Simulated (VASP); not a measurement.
## Nb3Sn (A15): computed properties

All values below come from PBEsol GGA, VASP's PBE PAW potentials (set 64) (plane waves; VASP).

```
Property                                                              Result
----------------------------------  ----------------------------------------
space group                                                      Pm-3n (223)
cell                                a = b = c = 5.2528 Å, α = β = γ = 90.00°
volume per atom                                                18.12 Å³/atom
band gap (over mesh and band path)  none (metal, semimetal or under 0.01 eV)
density                                                           9.11 g/cm³
```

```
CELL_PARAMETERS angstrom
      5.25278     0.00000     0.00000
      0.00000     5.25278     0.00000
      0.00000     0.00000     5.25278
ATOMIC_POSITIONS crystal
  Nb 0.25000 0.00000 0.50000
  Nb 0.50000 0.25000 0.00000
  Nb 0.50000 0.75000 0.00000
  Nb 0.75000 0.00000 0.50000
  Nb 0.00000 0.50000 0.75000
  Nb 0.00000 0.50000 0.25000
  Sn 0.50000 0.50000 0.50000
  Sn 0.00000 0.00000 0.00000
```

Measured: a 5.289 Å (computed value off by -0.7 %), as given by Priinits et al., (2024), arXiv:2406.00817. The calculation is for a static lattice, while the measured a holds thermal and zero-point effects, which are part of the difference. Unless said otherwise, spin-orbit coupling is left out, though it shifts the bands of the heavy elements here.

The compound is Nb3Sn in the A15 structure. It was relaxed first. Symmetry was kept, so distortions that lower it aren't found.
